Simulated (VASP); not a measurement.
All values below come from PW91 GGA, VASP's PBE PAW potentials (set 64) (plane waves; VASP 6.6.1).

VASP input:

POSCAR:
```
PbO
1
    3.9800000000     0.0000000000     0.0000000000
    0.0000000000     3.9800000000     0.0000000000
    0.0000000000     0.0000000000     5.0200000000
Pb O
2 2
Direct
  0.5000000000   0.0000000000   0.7650000000
  0.0000000000   0.5000000000   0.2350000000
  0.5000000000   0.5000000000   0.0000000000
  0.0000000000   0.0000000000   0.0000000000
```

INCAR:
```
SYSTEM = PbO
PREC = Accurate; ENCUT = 520; LREAL = .FALSE.
LASPH = .TRUE.
EDIFF = 1E-6; NELM = 100; ALGO = Normal
LMAXMIX = 4
ISMEAR = 0; SIGMA = 0.05
GGA = 91
ISIF = 2
LWAVE = .FALSE.; LCHARG = .FALSE.
```

File KPOINTS:
```
Automatic
0
gamma
 5 5 4
```

POTCAR, in this order: Pb_d O (PBE.64 set). Program: vasp_std.

**Question.** What does the run give for the energy per atom (σ→0), pressure, largest force?

**Answer.** 
| Property | Result |
|---|---|
| energy per atom (σ→0) | -5.407 eV/atom |
| pressure | 4.59 GPa |
| largest force | 0.491 eV/Å |

**OSZICAR**
```
...
DAV:   9    -0.216255071942E+02    0.32105E-01   -0.22724E-01  1352   0.394E+00    0.194E-01
DAV:  10    -0.216282732557E+02   -0.27661E-02   -0.22637E-02  1200   0.132E+00    0.161E-01
DAV:  11    -0.216275463484E+02    0.72691E-03   -0.51746E-03  1408   0.643E-01    0.187E-02
DAV:  12    -0.216276277742E+02   -0.81426E-04   -0.71531E-04   944   0.164E-01    0.444E-02
DAV:  13    -0.216276010266E+02    0.26748E-04   -0.15361E-04  1360   0.112E-01    0.332E-03
DAV:  14    -0.216276013823E+02   -0.35563E-06   -0.11531E-05  1240   0.306E-02    0.377E-03
DAV:  15    -0.216276011193E+02    0.26295E-06   -0.18783E-06   656   0.136E-02
   1 F= -.21627601E+02 E0= -.21627601E+02  d E =-.238126E-13
```

The compound is PbO in the litharge structure. The cell was not relaxed at this level. The run is one of a series of settings (GGA = 91 against the base run), some of them coarse on purpose.
